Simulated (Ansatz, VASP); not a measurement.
**Sn: VASP beside Ansatz**

Aim: how closely do two programs agree when they are given the same cell, functional and k mesh? The cell is taken from a series of runs on this material, whose earlier steps may have relaxed, scaled, displaced or heated it; both programs get it as it stands.

Program: Ansatz 0.2.0. Level of theory: plane waves, with VASP 6.6.1 beside it; zone-centre phonons at PBE with D3(BJ). Results are calculated unless marked as measured.

### Step 1. The structure

The structure is tetragonal, space group I4_1/amd (No. 141). The conventional cell has a = 5.861 Å, b = 5.861 Å, c = 3.167 Å, α = 90.00°, β = 90.00°, γ = 90.00°. Nearest to Sn lie 6 Sn at 3.04 to 3.17 Å.

Coordinates:

```xyz
2
Lattice="-2.9305 2.9305 1.5837 2.9305 -2.9305 1.5837 2.9305 2.9305 -1.5837" Properties=species:S:1:pos:R:3 pbc="T T T"
Sn    0.0000    2.9305    0.7919
Sn    2.9305   -2.9305    1.5837
```

### Step 2. VASP: zone-centre phonons, PBE with D3(BJ)

Second derivatives magnify differences that forces hide, and they need a tight electronic threshold.

Lines of VASP's logs that name or quote its potential files are left out, and so is its time.

Input file INCAR:

```
SYSTEM = Sn
PREC = Accurate
ENCUT = 500
EDIFF = 1E-08
NELM = 120
ISMEAR = 1
SIGMA = 0.2
LREAL = .FALSE.
ALGO = Normal
GGA = PE
IVDW = 12
NBANDS = 20
LORBIT = 11
LWAVE = .FALSE.
LCHARG = .FALSE.
ISIF = 2
IBRION = 6
NFREE = 2
POTIM = 0.015
NSW = 1
LASPH = .TRUE.
GGA_COMPAT = .FALSE.
KPAR = 2
```

Input file POSCAR:

```
Sn
1.0
   -2.9305315884      2.9305315884      1.5837085205
    2.9305315884     -2.9305315884      1.5837085205
    2.9305315884      2.9305315884     -1.5837085205
Sn
2
Direct
    0.7500000000      0.2500000000      0.5000000000
    0.0000000000      1.0000000000      0.0000000000
```

Input file KPOINTS:

```
Automatic mesh
0
Gamma
20 20 20
0 0 0
```

Potentials, in the order of the species: Sn_d (PBE family, release 64).

On the command line:

```
mpirun -np 2 vasp_std
```

Numbers of over 12 decimals in the logs are rounded to 6 here.

What it wrote:

```text
[banner, memory and clock lines left out]
running    2 mpi-ranks, on    1 nodes
 distrk:  each k-point on    1 cores,    2 groups
 distr:  one band on    1 cores,    1 groups

 POSCAR found type information on POSCAR Sn
 POSCAR found :  1 types and       2 ions
 LDA part: xc-table for (Slater+PW92), standard interpolation
 POSCAR, INCAR and KPOINTS ok, starting setup
 FFT: planning ... GRIDC
 FFT: planning ... GRID_SOFT
 FFT: planning ... GRID
 WAVECAR not read
 entering main loop
       N       E                     dE             d eps       ncg     rms          rms(c)
DAV:   1     0.214695764006E+03    0.21470E+03   -0.14318E+04 25884   0.214E+03
DAV:   2     0.135651519691E+02   -0.20113E+03   -0.19775E+03 25740   0.448E+02
DAV:   3    -0.695028289382E+01   -0.20515E+02   -0.20339E+02 29104   0.135E+02
DAV:   4    -0.758841090822E+01   -0.63813E+00   -0.63730E+00 29184   0.265E+01
DAV:   5    -0.761459786991E+01   -0.26187E-01   -0.26186E-01 35400   0.502E+00    0.238E+00
DAV:   6    -0.759896542030E+01    0.15632E-01   -0.33706E-02 34948   0.262E+00    0.132E+00
DAV:   7    -0.759511227440E+01    0.38531E-02   -0.18974E-02 34732   0.201E+00    0.169E-01
DAV:   8    -0.759505862896E+01    0.53645E-04   -0.19392E-03 31512   0.599E-01    0.399E-02
DAV:   9    -0.759506353786E+01   -0.49089E-05   -0.58624E-05 34800   0.711E-02    0.161E-02
DAV:  10    -0.759506210617E+01    0.14317E-05   -0.86901E-06 33368   0.403E-02    0.114E-03
DAV:  11    -0.759506240604E+01   -0.29987E-06   -0.44350E-07 30296   0.878E-03    0.107E-03
DAV:  12    -0.759506205681E+01    0.34923E-06   -0.47763E-08 27696   0.242E-03    0.286E-04
DAV:  13    -0.759506207600E+01   -0.19199E-07   -0.38068E-09 17928   0.710E-04    0.925E-05
DAV:  14    -0.759506208425E+01   -0.82446E-08   -0.11637E-09 16212   0.415E-04
   1 F= -.83724283E+01 E0= -.83726503E+01  d E =0.665945E-03
[...]
2 F= -.83719902E+01 E0= -.83722058E+01  d E =0.646889E-03
[...]
3 F= -.83719902E+01 E0= -.83722058E+01  d E =0.646885E-03
[...]
4 F= -.83723811E+01 E0= -.83726033E+01  d E =0.666486E-03
 Finite differences progress:
  Degree of freedom:   2/  2
  Displacement:        1/  2
  Total:               3/  4
 bond charge predicted
       N       E                     dE             d eps       ncg     rms          rms(c)
DAV:   1    -0.758675409189E+01    0.82608E-02   -0.33022E+00 51752   0.113E+01    0.136E-01
DAV:   2    -0.759497556998E+01   -0.82215E-02   -0.83099E-02 65340   0.262E+00    0.550E-02
DAV:   3    -0.759501457240E+01   -0.39002E-04   -0.58981E-04 55044   0.233E-01    0.414E-02
DAV:   4    -0.759501450434E+01    0.68057E-07   -0.63820E-05 63432   0.103E-01    0.126E-02
DAV:   5    -0.759501519663E+01   -0.69228E-06   -0.44173E-06 61088   0.185E-02    0.167E-03
DAV:   6    -0.759501492890E+01    0.26773E-06   -0.35021E-07 55056   0.832E-03    0.558E-04
DAV:   7    -0.759501491065E+01    0.18248E-07   -0.23976E-08 37456   0.187E-03    0.134E-04
DAV:   8    -0.759501494506E+01   -0.34409E-07   -0.85883E-09 28468   0.138E-03    0.559E-05
DAV:   9    -0.759501494256E+01    0.25011E-08   -0.21543E-09 27260   0.557E-04
   5 F= -.83723811E+01 E0= -.83726033E+01  d E =0.666486E-03
 Finite differences progress:
  Degree of freedom:   2/  2
  Displacement:        2/  2
  Total:               4/  4
```

From OUTCAR (step 2):

```text
ion  position               nearest neighbor table
   1  0.750  0.250  0.500-   2 3.04   2 3.04   2 3.04   2 3.04
   2  0.000  0.000  0.000-   1 3.04   1 3.04   1 3.04   1 3.04

  LATTYP: Found a body centered tetragonal cell.
 ALAT       =     5.8610631768
 C/A-ratio  =     0.5404168059

 Subroutine GETGRP returns: Found 16 space group operations
 (whereof  8 operations were pure point group operations)

The static configuration has the point symmetry D_2d.
 The point group associated with its full space group is D_4h.

 Found    641 irreducible k-points:

   k-points           NKPTS =    641   k-points in BZ     NKDIM =    641   number of bands    NBANDS=     20

   dimension x,y,z NGX =    32 NGY =   32 NGZ =   32
   dimension x,y,z NGXF=    64 NGYF=   64 NGZF=   64

   ENCUT  =  500.0 eV  36.75 Ry    6.06 a.u.   8.09  8.09  8.09*2*pi/ulx,y,z

   NELECT =      28.0000    total number of electrons

 k-points in reciprocal lattice and weights: Automatic mesh
   0.00000000  0.00000000  0.00000000       0.000
   0.05000000  0.00000000  0.00000000       0.001
   0.10000000 -0.00000000  0.00000000       0.001
   0.15000000  0.00000000  0.00000000       0.001
   0.20000000 -0.00000000  0.00000000       0.001
   0.25000000  0.00000000  0.00000000       0.001
   0.30000000  0.00000000  0.00000000       0.001
   0.35000000  0.00000000  0.00000000       0.001
   0.40000000  0.00000000 -0.00000000       0.001
[...]
-0.45000000 -0.45000000  0.45000000       0.000
   0.50000000  0.50000000  0.50000000       0.000

 Edisp (eV)   -0.77737

 average (electrostatic) potential at core
       1 -99.0918       2 -99.0918

 E-fermi :   7.9356

 k-point     1 :       0.0000    0.0000    0.0000
  band No.  band energies     occupation
    ...
     10     -13.2196      2.00000
     11      -3.1700      2.00000
     12       4.2264      2.00000
     13       5.9398      2.00000
     14       5.9504      2.00000
     15      10.8960     -0.00000
     16      14.0851      0.00000
     17      14.1061      0.00000
     18      14.8991      0.00000
     19      15.0041      0.00000
    ...

 k-point     2 :       0.0500    0.0000    0.0000
  band No.  band energies     occupation
    ...
     10     -13.2213      2.00000
     11      -3.1201      2.00000
     12       4.1474      2.00000
     13       5.9552      2.00000
     14       6.1141      2.00000
     15      10.9806     -0.00000
     16      13.8699      0.00000
     17      14.0911      0.00000
     18      14.4856      0.00000
     19      14.5056      0.00000
    ...

 k-point     3 :       0.1000   -0.0000    0.0000
  band No.  band energies     occupation
    ...
     10     -13.2262      2.00000
     11      -2.9704      2.00000
     12       3.9835      2.00000
     13       5.9727      2.00000
     14       6.5615      2.00000
     15      11.2290     -0.00000
     16      13.0316      0.00000
     17      13.4360      0.00000
     18      13.7895      0.00000
     19      14.0720      0.00000
    ...

 Edisp (eV)   -0.77737

  Total      -0.05570     0.02899    -0.01428     0.00000     0.00000     0.00000
  in kB      -1.64045     0.85363    -0.42067     0.00000     0.00000     0.00000
  external pressure =       -0.40 kB  Pullay stress =        0.00 kB

  energy-cutoff  :      500.00
  volume of cell :       54.40
      direct lattice vectors                 reciprocal lattice vectors
    -2.930531588  2.930531588  1.583708521     0.000000000  0.170617509  0.315714662
     2.930531588 -2.930531588  1.583708521     0.170617509  0.000000000  0.315714662
     2.930531588  2.930531588 -1.583708521     0.170617509  0.170617509  0.000000000

 POSITION                                       TOTAL-FORCE (eV/Angst)
 -----------------------------------------------------------------------------------
      0.00000      2.93053      0.77685        -0.000000     -0.000000      0.006275
      0.00000      0.00000      0.00000         0.000000      0.000000     -0.006275
 -----------------------------------------------------------------------------------
    total drift:                               -0.000000     -0.000000     -0.000139

  FREE ENERGIE OF THE ION-ELECTRON SYSTEM (eV)
  ---------------------------------------------------
  free  energy   TOTEN  =        -8.3723811397 eV

  energy  without entropy=       -8.3730476260  energy(sigma->0) =       -8.37260330

 Eigenvectors and eigenvalues of the dynamical matrix
 ----------------------------------------------------

   1 f  =    4.021089 THz    25.265245 2PiTHz  134.129081 cm-1    16.629879 meV
             X         Y         Z           dx          dy          dz
      0.000000  2.930532  0.791854     0.707107    0.000000    0.000000
      0.000000  0.000000  0.000000    -0.707107    0.000000    0.000000

   2 f  =    4.021089 THz    25.265245 2PiTHz  134.129081 cm-1    16.629879 meV
             X         Y         Z           dx          dy          dz
      0.000000  2.930532  0.791854     0.000000   -0.707107    0.000000
      0.000000  0.000000  0.000000     0.000000    0.707107    0.000000

   3 f  =    1.312250 THz     8.245112 2PiTHz   43.771961 cm-1     5.427029 meV
             X         Y         Z           dx          dy          dz
      0.000000  2.930532  0.791854     0.000000   -0.000000   -0.707107
      0.000000  0.000000  0.000000     0.000000   -0.000000    0.707107

   4 f  =    0.000000 THz     0.000000 2PiTHz    0.000001 cm-1     0.000000 meV
             X         Y         Z           dx          dy          dz
      0.000000  2.930532  0.791854     0.000000    0.178202    0.684284
      0.000000  0.000000  0.000000     0.000000    0.178202    0.684284

   5 f  =    0.000000 THz     0.000000 2PiTHz    0.000000 cm-1     0.000000 meV
             X         Y         Z           dx          dy          dz
      0.000000  2.930532  0.791854     0.707107    0.000000    0.000000
      0.000000  0.000000  0.000000     0.707107    0.000000    0.000000

   6 f/i=    0.000000 THz     0.000000 2PiTHz    0.000001 cm-1     0.000000 meV
             X         Y         Z           dx          dy          dz
      0.000000  2.930532  0.791854     0.000000   -0.684284    0.178202
      0.000000  0.000000  0.000000     0.000000   -0.684284    0.178202

 ELASTIC MODULI CONTR FROM IONIC RELAXATION (kBar)
 Direction    XX          YY          ZZ          XY          YZ          ZX
 --------------------------------------------------------------------------------
 XX        -561.0332    561.0332      0.0000      0.0000      0.0000     -0.0000
 YY         561.0332   -561.0332      0.0000      0.0000     -0.0000      0.0000
 ZZ           0.0000      0.0000      0.0000      0.0000      0.0000      0.0000
 XY           0.0000      0.0000      0.0000      0.0000      0.0000      0.0000
 YZ           0.0000     -0.0000      0.0000      0.0000    -29.0303      0.0000
 ZX          -0.0000      0.0000      0.0000      0.0000      0.0000    -29.0301
 --------------------------------------------------------------------------------

 total charge
# of ion       s       p       d       tot
------------------------------------------
    1        1.236   1.012   9.975  12.223
    2        1.236   1.012   9.975  12.223
--------------------------------------------------
tot          2.472   2.024  19.950  24.447

[... 3 further parts left out ...]
```

CONTCAR:

```
Sn
   1.00000000000000
    -2.9305315884000001    2.9305315884000001    1.5837085205000001
     2.9305315884000001   -2.9305315884000001    1.5837085205000001
     2.9305315884000001    2.9305315884000001   -1.5837085205000001
  Sn
     2
Direct
     0.7452642800724263    0.2452642800724264    0.5000000000000000
     0.0000000000000000    0.0000000000000000    0.0000000000000000
```

The last energy, forces, stress and levels in OUTCAR belong to the last displaced cell, not to the cell of POSCAR. Dispersion corrections of this kind ignore metallic screening and tend to overbind metals.

Levels, forces or a CONTCAR printed for this step are those of its last displaced cell, not of the structure at rest.

### Step 3. Ansatz: zone-centre phonons, PBE with D3(BJ)

Ansatz runs on its default PAW (the set named soft_2) files.

The same cell, functional, mesh and smearing now go to Ansatz, which takes its cutoff from its data sets.

Input file input.yaml:

```yaml
crystal:
  lattice:
    - [-2.9305315884, 2.9305315884, 1.5837085205]
    - [2.9305315884, -2.9305315884, 1.5837085205]
    - [2.9305315884, 2.9305315884, -1.5837085205]
  atoms:
    - { symbol: Sn, position: [0.75, 0.25, 0.5] }
    - { symbol: Sn, position: [0.0, 0.0, 0.0] }
kpoints:
  mp_grid: { grid: [20, 20, 20] }
hamiltonian:
  xc: pbe
  dispersion: d3bj
scf:
  occupations: { method: methfessel_paxton, width: 0.2 }
output:
  eigenvalues: true
phonons:
  method: dfpt
```

On the command line:

```
ansatz run input.yaml --threads 8 --pin off --max-ram 14336MiB --backend cpu --events-out ev --progress --plain --runs-dir out
```

What it wrote:

```text
zone centre: on kpoints.mp_grid the ground state, and the responses unless they are solved on pairs of k-points, stand on 1166 of the mesh's 8000 k-points, reduced under 4 symmetry operations, with k and −k counted as one. Each operation leaves every solved displacement unchanged or reverses it
Engine: ansatz 0.2.0, x86_64-unknown-linux-gnu
Pseudopotentials: kind: paw
Pseudopotential: Sn, paw, valence charge 14, recommended cutoff 420 eV (normal), Sn.paw.azcp
Functional definition: PBE
  parameter kappa = 0.804
  parameter beta = 0.066725
  exchange = pbe_x(kappa = kappa, mu = beta*pi^2/3)
  correlation = pbe_c(beta = beta)
Crystal: 2 atoms, lattice volume = 54.404 Å³
Basis set: ecut = 420 eV, 1109 PW (Γ), exchange–correlation on 64×64×64 points (8 copies of the dense FFT grid, shifted against one another)
Bands: 18, of which v1, the nominal top of the filled ones, is band 14 counted from 1 (13 counted from 0)
Symmetry: 16 space group operations
k-points: 1166 of 8000 (irreducible under 4 space group operations, time reversal used)
Non-local potential: Sn, projectors of the file, l = 0: 2, l = 1: 2, l = 2: 2, l = 3: 2
PAW form: soft (Blöchl's): semilocal exchange-correlation on the pseudo side does not see the compensation charge
PAW one-centre angular grid: Sn, 590 points (default); XC on 64 Gauss nodes
Initial density: superposition of atomic densities (neutral atoms: chi_scale 0, normalization atom), corrected by the library's trained network
Initial wavefunctions: pseudopotential atomic-orbital guess
Functional: x = pbe(κ = 0.804, μ = 0.219515), c = pbe(β = 0.066725)
SCF iter   1: F=—  HF=-12049.105267 eV  |F-HF|=—  |Δ(HF+E_count)|=         —  Δρ=1.04e-3  dr2=3.20e-4  ethr=1.77e-3  ⟨swp⟩=5.2  Hψ=100286  notcnv=0
preconditioner: auto → Kerker (q_TF=auto, 2.442 Å⁻¹)  [metal: Δε(μ)=0.001 eV  Ē_g=20.258 eV  σ=0.200 eV  W_gap=0.00  n_scr=16 (ndim 8)  ℏωp=26.6 eV  f_vac=0.000  D(μ)=0.90/eV (n_scr^D=4)]
SCF iter   2: F=—  HF=-12049.104283 eV  |F-HF|=—  |Δ(HF+E_count)|=   9.84e-4  S|Δr|=    0.00e0  Δρ=6.41e-4  dr2=1.67e-4  ethr=1.14e-6  ⟨swp⟩=2.0  Hψ=46489  notcnv=0
SCF iter   3: F=—  HF=-12049.104278 eV  |F-HF|=—  |Δ(HF+E_count)|=   5.02e-6  S|Δr|=    0.00e0  Δρ=3.58e-4  dr2=5.23e-5  ethr=5.98e-7  ⟨swp⟩=2.5  Hψ=38000  notcnv=0
SCF iter   4: F=—  HF=-12049.104311 eV  |F-HF|=—  |Δ(HF+E_count)|=   3.27e-5  S|Δr|=    0.00e0  Δρ=1.49e-4  dr2=6.94e-6  ethr=1.87e-7  ⟨swp⟩=2.0  Hψ=37313  notcnv=0
SCF iter   5: F=—  HF=-12049.104305 eV  |F-HF|=—  |Δ(HF+E_count)|=   5.76e-6  S|Δr|=    0.00e0  Δρ=5.42e-5  dr2=9.36e-7  ethr=2.48e-8  ⟨swp⟩=2.0  Hψ=32796  notcnv=0
SCF iter   6: F=—  HF=-12049.104304 eV  |F-HF|=—  |Δ(HF+E_count)|=   6.64e-7  S|Δr|=    0.00e0  Δρ=5.85e-6  dr2=1.07e-8  ethr=3.34e-9  ⟨swp⟩=2.0  Hψ=37292  notcnv=0
SCF iter   7: F=—  HF=-12049.104304 eV  |F-HF|=—  |Δ(HF+E_count)|=   3.64e-9  S|Δr|=    0.00e0  Δρ=1.58e-6  dr2=9.36e-10  ethr=3.81e-11  ⟨swp⟩=2.0  Hψ=37350  notcnv=0
SCF iter   8: F=—  HF=-12049.104304 eV  |F-HF|=—  |Δ(HF+E_count)|=  2.69e-10  S|Δr|=    0.00e0  Δρ=9.16e-7  dr2=3.09e-10  ethr=3.34e-12  ⟨swp⟩=2.0  Hψ=36918  notcnv=0
SCF iter   9: F=—  HF=-12049.104304 eV  |F-HF|=—  |Δ(HF+E_count)|=  1.87e-10  S|Δr|=    0.00e0  Δρ=3.83e-7  dr2=5.31e-11  ethr=1.10e-12  ⟨swp⟩=2.0  Hψ=32593  notcnv=0
SCF iter  10: F=-12049.104304 eV  HF=-12049.104304 eV  |F-HF|=3.64e-12  |Δ(HF+E_count)|=  4.18e-11  S|Δr|=    0.00e0  Δρ=2.09e-8  dr2=9.93e-14  ethr=1.00e-12  ⟨swp⟩=6.2  Hψ=96922  notcnv=0
SCF 1 converged in 10 iterations: F = -12049.104304 eV  dr2 = 9.93e-14
  greatest PAW one-centre occupation: 0.991 electrons in one spin orbital (limit 2), on the Sn atom at site 1 (counted from 0), in its partial waves of l = 2
DFPT response loops at Γ: preconditioner auto → Kerker (q_TF=auto, 2.442 Å⁻¹) (partly filled bands, converged f_vac=0.000); β = 1.00, the filter's whole step (`scf.mixing.beta` (0.50) is not read by the response loops under this deck's `scf.mixing.preconditioner`; to damp them name `kerker` or `kerker_dos`, under which they read `scf.mixing.beta`, and type it under 1.00, their step now; both keys bind the ground state too); Broyden in place of MSR1
SCF converged after 10 iterations
Stability not checked: this state was not tested for a lower state beside it, because cold or Methfessel-Paxton smearing, or corrected tetrahedra, fill the levels in a way that the test cannot read (fill_not_monotonic; see scf.lower_state_search)
Free energy (F): -12049.104304 eV
Harris-Foulkes:  -12049.104304 eV  (|F-HF|=3.64e-12)
Internal energy: -12049.104970 eV  (E = F + TS)
E sigma→0 (E₀):  -12049.104471 eV
Entropy (-TS):   0.000666 eV (0.333 meV/atom)
Fermi energy:    10.696933 eV
Step filling:    the computed levels leave a gap of 0.0153 eV = 0.1 smearing widths at the electron count; against every level under it full and every level over it empty, smearing changes F+E_penalty+E_count by +0.319 meV and its σ→0 estimate by +0.153 meV
--- Per-component energies (eV) ---
  E_band       = -164.905526
  E_kinetic    = 373.481305
  E_local      = -1703.014746  (includes V_loc(G=0)·N_el)
  E_nonlocal   = -64.721148
  E_hartree    = 1065.984255
  E_xc         = -765.342026
  E_vxc        = -192.391764  (∫ρ·V_xc dr)
  E_paw        = -8272.430873  (= ΣΔE_a)
  E_vpaw       = -710.227694  (= ΣTr[D̂ρ^β])
  E_aug_tail   = -0.000001  (compensation charges beyond the density's cutoff)
  E_ewald      = -2682.284131
  E_disp       = -0.777605  (pairwise vdW)
  E_smearing   = 0.000666  (= −TS)
  E_closure    = 0.000000  (closes the sum)
  Σ components = -12049.104304   (vs F -12049.104304, Δ=0.00e0)
--- Band table (eV; the first three rows and the last of 1166) ---
  k-point 0: bands = [... 10 lower, -0.4086, 6.9890, 8.7060, 8.7060, 13.6556, 16.8587, 16.8587, 17.6607]
  k-point 1: bands = [... 10 lower, -0.3863, 6.7710, 8.7327, 8.8806, 13.7604, 16.6097, 16.7209, 17.7204]
  k-point 2: bands = [... 10 lower, -0.3192, 6.2806, 8.8126, 9.2449, 14.0709, 16.0798, 16.3576, 17.6410]
  k-point 1165: bands = [... 10 lower, 3.1298, 3.1298, 5.9065, 5.9065, 15.8882, 15.8882, 19.9743, 19.9743]
--- Phonons (Γ-DFPT): 2 representative perturbations + reference, on 1166 of 8000 k-points (Σ response iterations 6) ---
  k mesh reduced under 4 symmetry operations, with k and −k counted as one. Each operation leaves every solved displacement unchanged or reverses it
  ASR residual: 4.671e-5 → 0.000e0 eV/Å²; symmetrization residual: 1.691e-12 eV/Å²
  pairwise dispersion correction: d3bj (s6 = 1.0, s8 = 0.7875, a1 = 0.4289, a2_bohr = 4.4407), with the weights of each atom's references fixed at the reference crystal's, and the forces and stress that the weights' published response gives there kept as a pressure on the atom's counted neighbours (hamiltonian.dispersion)
  ASR residual per site (eV/Å²): 4.67e-5 4.67e-5
  Γ frequencies (cm⁻¹): 0.00 0.00 0.00 43.82 134.50 134.50
  non-analytic LO–TO correction: not included (Born effective charges unavailable; polar crystals: no LO–TO splitting at Γ)
```

### Step 4. Differences

Known differences besides the potentials themselves: the cutoff is 420 eV in Ansatz and 500 eV in VASP; Ansatz takes the dispersion share of the force constants at frozen C6 weights, VASP differentiates the full forces; VASP uses finite displacements, Ansatz perturbation theory. Total energies have different zeros and are not compared.

The two programs side by side:

| quantity | Ansatz | VASP | difference |
| --- | --- | --- | --- |
| optical mode 1 (cm⁻¹) | 43.8 | 43.8 | 0.0 |
| optical mode 2 to 3 (cm⁻¹) | 134.5 | 134.1 | +0.28 % |

Modes are paired by rising frequency, not by their patterns, so a pair may set unlike modes beside each other; they are those without the splitting of longitudinal modes.

### Step 5. Summary of results

```yaml
r_m_s_difference_of_the_optical_zone_centre_modes_each_program_s_sorted_by_frequency_zone_centre_phonons_pbe_with_d3_bj: 0.30 cm⁻¹
```

The r.m.s. difference of the optical zone-centre modes, each program's sorted by frequency is 0.30 cm⁻¹ (zone-centre phonons, PBE with D3(BJ)). How closely two codes agree says nothing of how well the functional describes the real material.

[Lines on the potential files, build, host, timing and source positions are cut from VASP's logs without a mark.]

[Logs are printed without paths, hosts, clocks, repeated set-up lines and the standing remarks that a program may print on its own settings, such as how far it seeks lower states.]

[Hosts, paths, dates, database ids (printed as entryN), source tags and the programs' standing remarks are cut or masked in the printed files.]
